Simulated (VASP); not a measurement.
Level of theory: LDA (Ceperley-Alder, Perdew-Zunger), VASP's LDA PAW potentials (set 64) (plane waves; VASP).

VASP ran on this input.

POSCAR:
```
ZrC
1
    0.0000000000     2.3564350000     2.3564350000
    2.3564350000     0.0000000000     2.3564350000
    2.3564350000     2.3564350000     0.0000000000
Zr C
1 1
Direct
  0.0237170000  -0.0122420000  -0.0061790000
  0.4762830000   0.5122420000   0.5061790000
```

**KPOINTS**
```
Automatic mesh
0
Gamma
10 10 10
0 0 0
```

**INCAR**
```
ISIF  =  2   # forces and stress, cell fixed
LMAXMIX  =  4   # l cut-off of mixed one-centre charges
ISMEAR  =  0
ENCUT  =  400   # plane-wave cut-off (eV)
LREAL  =  .FALSE.   # projection in real space or not
SYSTEM  =  ZrC
LASPH  =  .TRUE.   # aspherical one-centre terms
SIGMA  =  0.05   # width (eV)
NELM  =  100
PREC  =  Accurate
EDIFF  =  1E-6   # SCF stop (eV)
LWAVE  =  .FALSE.
LCHARG  =  .FALSE.
ALGO  =  Normal   # blocked Davidson
```

POTCAR, in this order: Zr_sv C (LDA.64 set). Program: vasp_std.

The run wrote:

**OSZICAR**
```
       N       E                     dE             d eps       ncg     rms          rms(c)
DAV:   1     0.859664682601E+02    0.85966E+02   -0.76403E+03 12120   0.110E+03
DAV:   2    -0.199379222000E+02   -0.10590E+03   -0.99780E+02 14260   0.303E+02
DAV:   3    -0.245205627778E+02   -0.45826E+01   -0.45084E+01 17472   0.564E+01
DAV:   4    -0.246964275179E+02   -0.17586E+00   -0.17575E+00 15668   0.109E+01
DAV:   5    -0.247010427513E+02   -0.46152E-02   -0.46148E-02 17700   0.147E+00    0.213E+01
DAV:   6    -0.213879552708E+02    0.33131E+01   -0.16750E+01 13744   0.282E+01    0.810E+00
DAV:   7    -0.212218854932E+02    0.16607E+00   -0.83758E-01 14568   0.734E+00    0.600E+00
DAV:   8    -0.211990333400E+02    0.22852E-01   -0.15405E-01 13376   0.327E+00    0.147E+00
DAV:   9    -0.211951066194E+02    0.39267E-02   -0.29066E-02 15288   0.115E+00    0.466E-01
DAV:  10    -0.211950875411E+02    0.19078E-04   -0.17766E-03 13928   0.517E-01    0.310E-01
DAV:  11    -0.211949452251E+02    0.14232E-03   -0.53541E-04 13872   0.184E-01    0.189E-02
DAV:  12    -0.211949442320E+02    0.99316E-06   -0.84122E-06 18520   0.311E-02
   1 F= -.21194944E+02 E0= -.21194822E+02  d E =-.244258E-03
```

OUTCAR:
```
------------------------ aborting loop because EDIFF is reached ----------------------------------------
  FORCE on cell =-STRESS in cart. coord.  units (eV):
  Direction    XX          YY          ZZ          XY          YZ          ZX
  --------------------------------------------------------------------------------------
  Total       -1.4416446     -1.4722141     -1.6384121      0.1103926     -0.0744342      0.0774310
  in kB      -88.2617219    -90.1332810   -100.3084068      6.7585569     -4.5570794      4.7405542
  external PRESSURE =     -92.9011365 kB  Pullay stress =       0.0000000 kB
  volume of cell :       26.17
      direct lattice vectors                 reciprocal lattice vectors
     0.000000000  2.356435000  2.356435000    -0.212184932  0.212184932  0.212184932
     2.356435000  0.000000000  2.356435000     0.212184932 -0.212184932  0.212184932
     2.356435000  2.356435000  0.000000000     0.212184932  0.212184932 -0.212184932
 POSITION                                       TOTAL-FORCE (eV/Angst)
 -----------------------------------------------------------------------------------
      4.66946      2.39776      2.38348         0.518084     -0.490975     -0.317983
      2.39984      2.31511      2.32939        -0.518084      0.490975      0.317983
 -----------------------------------------------------------------------------------
    total drift:                                0.000040     -0.000044      0.000043
  FREE ENERGIE OF THE ION-ELECTRON SYSTEM (eV)
  ---------------------------------------------------
  free  energy   TOTEN  =       -21.1949442320 eV

  energy  without entropy=      -21.1946999744  energy(sigma->0) =      -21.19482210
```
(Selected blocks of OUTCAR.)

At this cut-off the stress carries a Pulay error, which pulls relaxed volumes low.

The structure comes from a computed database's ZrC entry; how it stands against other phases isn't given here. The cell was not relaxed at this level, atoms are displaced from their ideal sites. The run is one of a series of settings (GGA removed, POTCAR Zr_sv C (LDA.64 set) against the base run), some of them coarse on purpose.
